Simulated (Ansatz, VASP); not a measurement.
# Cross-check of SnO2 (SnO2 (P4_2/mnm)) between VASP and Ansatz

One calculation is typed for both programs; each brings its own data sets. How far apart do they land? The structure shown is the start of the Ansatz relaxation below; VASP solves that cell, so the two are compared at the walk's first step.

Program: Ansatz 0.2.0. Level of theory: plane waves, with VASP 6.6.1 beside it; single point at PBE0 form with 21.3 % exact exchange with an exact-exchange share of 0.213. Results are calculated unless marked as measured.

**1. Starting point**

It takes space group P4_2/mnm (No. 136, tetragonal). Conventional cell: a = 4.768 Å, b = 4.768 Å, c = 3.212 Å, α = 90.00°, β = 90.00°, γ = 90.00°. Nearest to Sn lie 6 O at 2.07 Å. Nearest to O lie 3 Sn at 2.07 Å. Farther neighbours and most contacts between anions are not listed.

Coordinates:

```cif
data_structure
_symmetry_space_group_name_H-M 'P 1'
_symmetry_Int_Tables_number 1
_cell_length_a 5.7488
_cell_length_b 5.7488
_cell_length_c 6.7427
_cell_angle_alpha 54.095
_cell_angle_beta 54.095
_cell_angle_gamma 71.811
_cell_volume 146.03
loop_
_atom_site_label
_atom_site_type_symbol
_atom_site_fract_x
_atom_site_fract_y
_atom_site_fract_z
_atom_site_occupancy
Sn1 Sn 0.25001 0.25001 0.25001 1
Sn2 Sn 0.75002 0.75002 0.75004 1
Sn3 Sn 0.00000 0.00000 0.00000 1
Sn4 Sn 0.50002 0.50002 0.50002 1
O5 O 0.05631 0.44370 0.74993 1
O6 O 0.55633 0.94372 0.24991 1
O7 O 0.44370 0.05631 0.74993 1
O8 O 0.94372 0.55633 0.24991 1
O9 O 0.00000 0.00000 0.30622 1
O10 O 0.50002 0.50002 0.80624 1
O11 O 0.00000 0.00000 0.69382 1
O12 O 0.50002 0.50002 0.19380 1
```

**2. Ansatz: relaxation, PBE0 form with 21.3 % exact exchange with an exact-exchange share of 0.213**

Ansatz runs on its PAW soft_1 files.

The two programs are compared at the cell with which this relaxation starts, whose forces are those of its first step.

Input file input.yaml:

```yaml
crystal:
  lattice:
    - [0.0, 4.76781182, 3.211902655]
    - [4.76781182, 0.0, 3.211902655]
    - [4.76781182, 4.76781182, 0.0]
  atoms:
    - { symbol: Sn, position: [0.25, 0.25, 0.25] }
    - { symbol: Sn, position: [0.75, 0.75, 0.75] }
    - { symbol: Sn, position: [0.0, 0.0, 0.0] }
    - { symbol: Sn, position: [0.5, 0.5, 0.5] }
    - { symbol: O, position: [0.056272, 0.443728, 0.75] }
    - { symbol: O, position: [0.556272, 0.943728, 0.25] }
    - { symbol: O, position: [0.443728, 0.056272, 0.75] }
    - { symbol: O, position: [0.943728, 0.556272, 0.25] }
    - { symbol: O, position: [0.0, 0.0, 0.306272] }
    - { symbol: O, position: [0.5, 0.5, 0.806272] }
    - { symbol: O, position: [0.0, 0.0, 0.693728] }
    - { symbol: O, position: [0.5, 0.5, 0.193728] }
basis:
  ecutwfc: 420.0
  ecutrho_ratio: 4
  xc_grid: 2
  fft_grid_basis: typed
  precision: f64
kpoints:
  mp_grid: { grid: [2, 2, 2] }
hamiltonian:
  xc: { preset: pbe0, exx: 0.213 }
  pseudopotentials:
    kind: paw
    azcp: { folder: soft_1, O: "soft_1/O.paw.azcp", Sn: "soft_1/Sn.paw.azcp" }
scf:
  max_iter: 80
  occupations: { method: fixed }
relax:
  f_tol: 0.03
  max_steps: 45
output:
  forces: true
checkpoint:
  write: "../host.hrelax.run"
  compress: false
  write_wavefunctions: true
  write_every: 100000
```

Started as:

```
$ ansatz run input.yaml --threads 32 --pin off --max-ram 131891MiB --backend cuda --events-out ev --progress --plain --runs-dir out
```

Numbers of over 12 decimals in the logs are rounded to 6 here.

Output:

```text
Engine: ansatz 0.2.0, aarch64-unknown-linux-gnu
Pseudopotentials: kind: paw
Pseudopotential: Sn, paw, valence charge 14, recommended cutoff 420 eV (normal), soft_1/Sn.paw.azcp
Pseudopotential: O, paw, valence charge 6, recommended cutoff 420 eV (normal), soft_1/O.paw.azcp
Functional definition: unnamed
  parameter a_1 = 0.213
  exchange = (1 - a_1)*pbe_x + a_1*exact_x
  correlation = pbe_c
davidson cushion auto → on  (no smearing: the cushion is to keep the highest requested band from converging to the state above it; pin scf.eigensolver.cushion to override)
[...]
Crystal: 12 atoms, lattice volume = 146.026 Å³
Basis set: ecut = 420 eV, 2883 PW (Γ), exchange–correlation on 80×80×96 points (8 copies of the dense FFT grid, shifted against one another)
Bands: 64, of which v1, the nominal top of the filled ones, is band 52 counted from 1 (51 counted from 0)
Symmetry: 32 space group operations
Space group: P42/mnm (ITA 136), of the structure as read, at distance tolerance 5.3e-5 Å
k-points: 4 of 8
Non-local potential: Sn, projectors of the file, l = 0: 2, l = 1: 2, l = 2: 2, l = 3: 1
Non-local potential: O, projectors of the file, l = 0: 2, l = 1: 2, l = 2: 1
PAW form: soft (Blöchl's): semilocal exchange-correlation on the pseudo side does not see the compensation charge
PAW frozen core: Sn, regenerated for the run's functional, and the local potential with it (the file was generated under x = pbe(κ = 0.804, μ = 0.219515), c = pbe(β = 0.066725))
PAW frozen core: O, regenerated for the run's functional, and the local potential with it (the file was generated under x = pbe(κ = 0.804, μ = 0.219515), c = pbe(β = 0.066725))
PAW one-centre angular grid: Sn, 590 points (default); XC on 64 Gauss nodes
PAW one-centre angular grid: O, 110 points (default); XC on 64 Gauss nodes
Initial density: superposition of atomic densities (chi_scale 0.1, normalization cell, long waves kept (reshape's long-wave potential 0.00 eV rms))
Initial wavefunctions: pseudopotential atomic-orbital guess
[...]
Functional: x = pbe(κ = 0.804, μ = 0.219515), c = pbe(β = 0.066725), warm-up for x = 0.787 pbe(κ = 0.804, μ = 0.219515) + 0.213 exact, c = pbe(β = 0.066725)
SCF iter   1: F=—  HF=-28637.558211 eV  |Δ(HF+E_count)|=         —  Δρ=7.99e-2  dr2=7.29e0  Hψ=780
preconditioner: auto → none  [insulator: Δε(μ)=1.484 eV  Ē_g=20.022 eV  n_scr=42 (ndim 8)  ℏωp=31.3 eV  f_vac=0.000]
SCF iter   2: F=—  HF=-28636.218579 eV  |Δ(HF+E_count)|=    1.34e0  Δρ=4.24e-2  dr2=1.12e0  Hψ=694
[...]
SCF iter   8: F=-28636.099792 eV  HF=-28636.099792 eV  |Δ(HF+E_count)|=   1.40e-7  Δρ=3.37e-6  dr2=9.82e-9  Hψ=850
SCF 1 converged in 8 iterations: F = -28636.099792 eV  dr2 = 9.82e-9
  greatest PAW one-centre occupation: 0.996 electrons in one spin orbital (limit 2), on the Sn atom at site 1 (counted from 0), in its partial waves of l = 2
[...]
Exchange kernel: α = 0.2130, full range, Wigner–Seitz truncation, v(0) = 3845.8640 eV·Å³, q-mesh 2×2×2, nearest image of the exchange supercell L = 11.50 Å, pair-density grid 24×24×24, without the augmentation charges, whose exchange is taken in its separable form by FFT convolution over the k-point mesh (sized by the pseudopotential files, 32×32×32 at the most), smooth part of the exact exchange by density-matrix co
Frozen-core exchange: fock
iter 1 solved again at ethr=5.32e-5 eV; its pass at ethr=1.00e-1 eV (dr2=5.53e-2 eV) is discarded
SCF iter   1: F=—  HF=-28647.071773 eV  |Δ(HF+E_count)|=         —  Δρ=7.73e-3  dr2=6.63e-2  Hψ=1446
preconditioner: auto → none  [insulator: Δε(μ)=3.154 eV  Ē_g=22.546 eV  n_scr=42 (ndim 8)  ℏωp=31.3 eV  f_vac=0.030]
SCF iter   2: F=—  HF=-28647.052709 eV  |Δ(HF+E_count)|=   1.91e-2  Δρ=4.56e-3  dr2=1.46e-2  Hψ=582
[...]
SCF iter   6: F=-28647.085995 eV  HF=-28647.085996 eV  |Δ(HF+E_count)|=   2.85e-5  Δρ=6.58e-5  dr2=1.03e-5  Hψ=797
SCF 2 stopped early in 6 iterations: F = -28647.085995 eV  dr2 = 1.03e-5
  Residual-converged pass: ⟨swp⟩=4.0  Hψ=764  notcnv=0  max |occ|·‖R‖ = 6.2e-6 eV (tolerance 6.7e-6 eV)  dr2=1.03e-5  dr2_onsite=6.22e-7  max |Δocc| = 0.0e0
  greatest PAW one-centre occupation: 0.996 electrons in one spin orbital (limit 2), on the Sn atom at site 3 (counted from 0), in its partial waves of l = 2
hybrid outer 1: dexx = +4.155e-2 eV, tail = 1.21e-4 eV
[...]
Exchange kernel: α = 0.2130, full range, Wigner–Seitz truncation, v(0) = 3845.8640 eV·Å³, q-mesh 2×2×2, nearest image of the exchange supercell L = 11.50 Å, pair-density grid 24×24×24, without the augmentation charges, whose exchange is taken in its separable form by FFT convolution over the k-point mesh (sized by the pseudopotential files, 32×32×32 at the most), smooth part of the exact exchange by density-matrix co
Frozen-core exchange: fock
SCF iter   1: F=—  HF=-28647.085088 eV  |Δ(HF+E_count)|=         —  Δρ=3.72e-5  dr2=1.19e-6  Hψ=617
[...]
SCF iter   3: F=-28647.085091 eV  HF=-28647.085091 eV  |Δ(HF+E_count)|=   4.59e-8  Δρ=6.82e-6  dr2=3.93e-8  Hψ=606
SCF 3 converged in 3 iterations: F = -28647.085091 eV  dr2 = 3.93e-8
  Residual-converged pass: ⟨swp⟩=3.0  Hψ=567  notcnv=0  max |occ|·‖R‖ = 6.2e-6 eV (tolerance 6.5e-6 eV)  dr2=3.96e-8  dr2_onsite=2.75e-9  max |Δocc| = 0.0e0
hybrid outer 2: dexx = +1.740e-6 eV, tail = 1.09e-7 eV, Δε = 2.31e-3 eV (about 9.69e-5 eV left of the loop's levels), ΔF = 7.98e-4 eV/Å (tail 2.33e-4)
relax step   1: F+E_penalty+E_count = -28647.08509098 eV  Δ(F+E_penalty+E_count) = +0.000e0 eV  max|allowed force component| = 4.591e-2 eV/Å  Δτ_max = 0.0000 Å  (17 SCF iters, accepted)
[...]
Frozen-core exchange: fock
iter 1 solved again at ethr=1.29e-7 eV; its pass at ethr=1.00e-1 eV (dr2=1.35e-4 eV) is discarded
[...]
SCF iter   7: F=-28647.085784 eV  HF=-28647.085784 eV  |Δ(HF+E_count)|=   6.34e-7  Δρ=5.00e-6  dr2=9.92e-8  Hψ=1540
SCF 4 converged in 7 iterations: F = -28647.085784 eV  dr2 = 9.92e-8
[...]
hybrid outer 1: dexx = +2.092e-3 eV, tail = 1.08e-5 eV
[...]
Frozen-core exchange: fock
SCF iter   1: F=—  HF=-28647.085786 eV  |Δ(HF+E_count)|=         —  Δρ=2.34e-5  dr2=2.37e-7  Hψ=683
[...]
SCF iter   2: F=-28647.085786 eV  HF=-28647.085786 eV  |Δ(HF+E_count)|=   1.75e-8  Δρ=9.35e-6  dr2=3.34e-8  Hψ=750
SCF 5 converged in 2 iterations: F = -28647.085786 eV  dr2 = 3.34e-8
[...]
hybrid outer 2: dexx = +1.377e-7 eV, tail = 7.74e-8 eV, Δε = 3.36e-4 eV (about 3.06e-5 eV left of the loop's levels), ΔF = 2.16e-3 eV/Å (tail 7.42e-4)
relax step   2: F+E_penalty+E_count = -28647.08578634 eV  Δ(F+E_penalty+E_count) = -6.954e-4 eV  max|allowed force component| = 1.319e-2 eV/Å  Δτ_max = 0.0021 Å  (9 SCF iters, accepted)
hybrid SCF converged: 2 outer / 9 inner (+0 warm-up), last move |dexx| = 1.38e-7 eV, tail = 7.74e-8 eV
Stability not checked: this state was not tested for a lower state beside it, because the functional holds exact exchange (a hybrid, or Hartree-Fock), whose exchange loop this test does not read (fock_operator; see scf.lower_state_search)
Free energy (F): -28647.085786 eV
Frozen-core exchange: fock
Harris-Foulkes:  -28647.085786 eV  (|F-HF|=1.17e-8)
Internal energy: -28647.085786 eV  (E = F + TS)
E sigma→0 (E₀):  -28647.085786 eV
Fermi energy:    7.791221 eV
--- Per-component energies (eV) ---
  E_band       = -470.547570
  E_kinetic    = 2040.426856
  E_local      = -6393.288543  (includes V_loc(G=0)·N_el)
  E_nonlocal   = 986.418770
  E_hartree    = 2916.486898
  E_xc         = -862.421115
  E_vxc        = -844.528038  (∫ρ·V_xc dr)
  E_exx        = -295.851623  (= α·E_x^exact, valence–valence)
  E_paw        = -18727.813380  (= ΣΔE_a)
  E_vpaw       = -1500.854619  (= ΣTr[D̂ρ^β])
  E_aug_tail   = 0.007817  (compensation charges beyond the density's cutoff)
  E_ewald      = -8311.809547
  E_core_change = 0.758080  (= ΣΔE_core)
  E_smearing   = -0.000000  (= −TS)
  E_closure    = 0.000002  (closes the sum)
  Σ components = -28647.085786   (vs F -28647.085786, Δ=-7.28e-12)
--- Forces (eV/Å), atoms counted from 1 ---
  atom   1  Sn    -0.00000000    -0.00000000    -0.00000000
  atom   2  Sn    -0.00000000    -0.00000000     0.00000000
  atom   3  Sn     0.00000000     0.00000000     0.00000000
  atom   4  Sn    -0.00000000     0.00000000    -0.00000000
  atom   5  O     -0.01319400     0.01319400    -0.00000000
  atom   6  O     -0.01319400     0.01319400    -0.00000000
  [... 6 more lines of this table ...]
  max |Σ_I F_I| component: 8.67e-18 eV/Å
--- Band table (eV) ---
  k-point 0: bands = ["-14.5044", "-14.2497", "-14.2497", "-13.7579", "-13.7579", "-13.6681", "-13.4066", "-13.4066", "-13.3784", "-13.3154", "-13.2493", "-13.2277", "-13.2277", "-13.1806", "-13.1806"
  k-point 1: bands = ["-14.2108", "-14.2108", "-13.9506", "-13.9506", "-13.8864", "-13.8864", "-13.5118", "-13.5118", "-13.2804", "-13.2804", "-13.2621", "-13.2621", "-13.2112", "-13.2112", "-13.1843"
  k-point 2: bands = ["-14.4317", "-14.4317", "-14.1321", "-14.1321", "-13.4228", "-13.4228", "-13.3997", "-13.3997", "-13.3825", "-13.3825", "-13.2318", "-13.2318", "-13.2032", "-13.2032", "-13.1781"
  k-point 3: bands = ["-14.2357", "-14.2357", "-14.2304", "-14.2304", "-13.7412", "-13.7412", "-13.4088", "-13.4088", "-13.3572", "-13.3572", "-13.2252", "-13.2252", "-13.1990", "-13.1990", "-13.1867"
  guard bands above this table: 6 of the run's 64 bands. The solve was not asked for them (output.publish_guard_bands: true or output.eigenvalues: true publishes all)
--- Relaxed structure (2 steps of the walk, 2 accepted, 0 SCFs on fresh bases) ---
  F+E_penalty+E_count = -28647.08578634 eV   max|allowed force component| = 1.319e-2 eV/Å
  atoms:
    - { symbol: Sn, position: [0.25, 0.25, 0.25] }
    - { symbol: Sn, position: [0.75, 0.75, 0.75] }
    - { symbol: Sn, position: [0, 0, 0] }
    - { symbol: Sn, position: [0.5, 0.5, 0.5] }
    - { symbol: O, position: [0.056581, 0.443419, 0.75] }
    - { symbol: O, position: [0.556581, 0.943419, 0.25] }
  [... 6 more lines of this table ...]
```

Reading the cycles: dr2 is the Hartree energy of the density residual (eV), the measure of convergence; HF is the Harris–Foulkes estimate of the energy, which meets the free energy F at convergence.

(Continued in part 2 of 2.)

[Lines on the potential files, build, host, timing and source positions are cut from VASP's logs without a mark.]

[Logs are printed without paths, hosts, clocks, repeated set-up lines and the standing remarks that a program may print on its own settings, such as how far it seeks lower states.]

[Hosts, paths, dates, database ids (printed as entryN), source tags and the programs' standing remarks are cut or masked in the printed files.]
